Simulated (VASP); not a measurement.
Output of a VASP run:

File OUTCAR:
```
 ion  position               nearest neighbor table
   1  0.000  0.000  0.000-   2 2.70   2 2.70   2 2.70   2 2.70   2 2.70   2 2.70   2 2.70   2 2.70
  LATTYP: Found a simple cubic cell.
 ALAT       =     3.1153827204
 Subroutine PRICEL returns:
 Original cell was already a primitive cell.
 Subroutine GETGRP returns: Found 48 space group operations
The static configuration has the point symmetry O_h .
The dynamic configuration has the point symmetry O_h .
 Subroutine INISYM returns: Found 48 space group operations
 Subroutine IBZKPT returns following result:
 Found     84 irreducible k-points:

 Following reciprocal coordinates:
            Coordinates               Weight
  0.000000  0.000000  0.000000      1.000000
  0.076923  0.000000  0.000000      6.000000
  0.153846  0.000000  0.000000      6.000000
  0.230769  0.000000  0.000000      6.000000
  0.307692  0.000000  0.000000      6.000000
  0.384615  0.000000  0.000000      6.000000
  0.461538  0.000000  0.000000      6.000000
  0.076923  0.076923  0.000000     12.000000
  0.153846  0.076923  0.000000     24.000000
  0.230769  0.076923  0.000000     24.000000
  0.307692  0.076923  0.000000     24.000000
  0.384615  0.076923  0.000000     24.000000
  0.461538  0.076923  0.000000     24.000000
  0.153846  0.153846  0.000000     12.000000
  0.230769  0.153846  0.000000     24.000000
  0.307692  0.153846  0.000000     24.000000
  0.384615  0.153846  0.000000     24.000000
  0.461538  0.153846  0.000000     24.000000
  0.230769  0.230769  0.000000     12.000000
  0.307692  0.230769  0.000000     24.000000
  0.384615  0.230769  0.000000     24.000000
  0.461538  0.230769  0.000000     24.000000
  0.307692  0.307692  0.000000     12.000000
  0.384615  0.307692  0.000000     24.000000
  0.461538  0.307692  0.000000     24.000000
  0.384615  0.384615  0.000000     12.000000
  0.461538  0.384615  0.000000     24.000000
  0.461538  0.461538  0.000000     12.000000
  0.076923  0.076923  0.076923      8.000000
  0.153846  0.076923  0.076923     24.000000
  0.230769  0.076923  0.076923     24.000000
  0.307692  0.076923  0.076923     24.000000
  0.384615  0.076923  0.076923     24.000000
  0.461538  0.076923  0.076923     24.000000
  0.153846  0.153846  0.076923     24.000000
  0.230769  0.153846  0.076923     48.000000
  0.307692  0.153846  0.076923     48.000000
  0.384615  0.153846  0.076923     48.000000
  0.461538  0.153846  0.076923     48.000000
  0.230769  0.230769  0.076923     24.000000
   k-points           NKPTS =     84   k-points in BZ     NKDIM =     84   number of bands    NBANDS=     14
   number of dos      NEDOS =    601   number of ions     NIONS =      2
   total plane-waves  NPLWV =   8000
   dimension x,y,z NGX =    20 NGY =   20 NGZ =   20
   dimension x,y,z NGXF=    40 NGYF=   40 NGZF=   40
   ions per type =               1   1
   PREC   = accura    normal or accurate (medium, high low for compatibility)
   ISTART =      0    job   : 0-new  1-cont  2-samecut
   ICHARG =      2    charge: 1-file 2-atom 10-const
   ISPIN  =      1    spin polarized calculation?
   LNONCOLLINEAR =      F non collinear calculations
   LSORBIT =      F    spin-orbit coupling
   INIWAV =      1    electr: 0-lowe 1-rand  2-diag
   ENCUT  =  400.0 eV  29.40 Ry    5.42 a.u.   5.08  5.08  5.08*2*pi/ulx,y,z
   NELM   =    100;   NELMIN=  2; NELMDL= -5     # of ELM steps
   EDIFF  = 0.1E-06   stopping-criterion for ELM
   LREAL  =      F    real-space projection
   NLSPLINE    = F    spline interpolate recip. space projectors
   LMAXMIX     =    6 max onsite mixed and CHGCAR
   VOSKOWN=      0    Vosko Wilk Nusair interpolation
   EDIFFG = 0.1E-05   stopping-criterion for IOM
   NSW    =      0    number of steps for IOM
   NBLOCK =      1;   KBLOCK =      1    inner block; outer block
   IBRION =     -1    ionic relax: 0-MD 1-quasi-New 2-CG
   NFREE  =      0    steps in history (QN), initial steepest desc. (CG)
...
```

**OSZICAR**
```
       N       E                     dE             d eps       ncg     rms          rms(c)
DAV:   1     0.117947772273E+03    0.11795E+03   -0.91856E+03  2352   0.126E+03
DAV:   2    -0.131110740845E+02   -0.13106E+03   -0.12870E+03  2778   0.335E+02
DAV:   3    -0.173509293101E+02   -0.42399E+01   -0.41604E+01  2838   0.550E+01
DAV:   4    -0.173864348380E+02   -0.35506E-01   -0.35396E-01  2580   0.532E+00
DAV:   5    -0.173866949905E+02   -0.26015E-03   -0.25903E-03  2784   0.476E-01    0.193E+01
DAV:   6    -0.169306273184E+02    0.45607E+00   -0.13266E+00  2694   0.109E+01    0.794E+00
DAV:   7    -0.168778949227E+02    0.52732E-01   -0.72897E-02  2652   0.224E+00    0.263E+00
DAV:   8    -0.168708444137E+02    0.70505E-02   -0.15017E-02  2658   0.828E-01    0.176E-01
DAV:   9    -0.168705645923E+02    0.27982E-03   -0.57060E-04  2490   0.258E-01    0.517E-02
DAV:  10    -0.168705741380E+02   -0.95457E-05   -0.37153E-05  2676   0.777E-02    0.177E-02
DAV:  11    -0.168705748216E+02   -0.68354E-06   -0.14514E-06  2532   0.139E-02    0.347E-03
DAV:  12    -0.168705753591E+02   -0.53751E-06   -0.77762E-08  1428   0.300E-03    0.355E-04
DAV:  13    -0.168705752711E+02    0.87990E-07   -0.59106E-09  1242   0.841E-04
   1 F= -.16870575E+02 E0= -.16870575E+02  d E =0.000000E+00
```

OUTCAR:
```
------------------------ aborting loop because EDIFF is reached ----------------------------------------
  FORCE on cell =-STRESS in cart. coord.  units (eV):
  Direction    XX          YY          ZZ          XY          YZ          ZX
  --------------------------------------------------------------------------------------
  Total       -0.0593884     -0.0593884     -0.0593884     -0.0000000     -0.0000000     -0.0000000
  in kB       -3.1468653     -3.1468653     -3.1468653     -0.0000000     -0.0000000     -0.0000000
  external PRESSURE =      -3.1468653 kB  Pullay stress =       0.0000000 kB
  volume of cell :       30.24
      direct lattice vectors                 reciprocal lattice vectors
     3.115382720  0.000000000  0.000000000     0.320987850  0.000000000  0.000000000
     0.000000000  3.115382720  0.000000000     0.000000000  0.320987850  0.000000000
     0.000000000  0.000000000  3.115382720     0.000000000  0.000000000  0.320987850
 POSITION                                       TOTAL-FORCE (eV/Angst)
 -----------------------------------------------------------------------------------
      0.00000      0.00000      0.00000         0.000000      0.000000      0.000000
      1.55769      1.55769      1.55769         0.000000      0.000000      0.000000
 -----------------------------------------------------------------------------------
    total drift:                               -0.000000      0.000000     -0.000000
  FREE ENERGIE OF THE ION-ELECTRON SYSTEM (eV)
  ---------------------------------------------------
  free  energy   TOTEN  =       -16.8705752711 eV

  energy  without entropy=      -16.8705752711  energy(sigma->0) =      -16.87057527

 total charge

# of ion       s       p       d       tot
------------------------------------------
    1        2.297   6.223   3.496  12.016
    2        1.443   2.289   0.188   3.920
--------------------------------------------------
tot          3.740   8.513   3.684  15.936
```
(Selected blocks of OUTCAR.)

File POSCAR:
```
WSe
1
    3.1153827204    -0.0000000000     0.0000000000
    0.0000000000     3.1153827204     0.0000000000
    0.0000000000    -0.0000000000     3.1153827204
W Se
1 1
Direct
  0.0000000000   0.0000000000   0.0000000000
  0.5000000000   0.5000000000   0.5000000000
```

Problem. Write an INCAR and KPOINTS that could have produced this output.

Solution. This is not unique; one that fits is the input of the run itself, PBEsol GGA, plane waves, VASP's PBE PAW potentials (set 64).

**INCAR**
```
ALGO = Normal
EDIFF = 1E-7
ENCUT = 400
GGA = PS
ISIF = 2
ISMEAR = -5
LASPH = .TRUE.
LCHARG = .TRUE.
LMAXMIX = 6
LORBIT = 11
LREAL = .FALSE.
LWAVE = .FALSE.
NEDOS = 601
NELM = 100
PREC = Accurate
SYSTEM = WSe
```

**KPOINTS**
```
Automatic mesh
0
Gamma
13 13 13
0 0 0
```

POTCAR, in this order: W_sv Se (PBE.64 set). Program: vasp_std.

For a metal the tetrahedron method with Blöchl corrections gives inexact stress and forces.

The structure was generated: WSe was put into the CsCl type type (Pm-3m), which need not be its known phase. It was relaxed first, which changed the volume by -39 %.
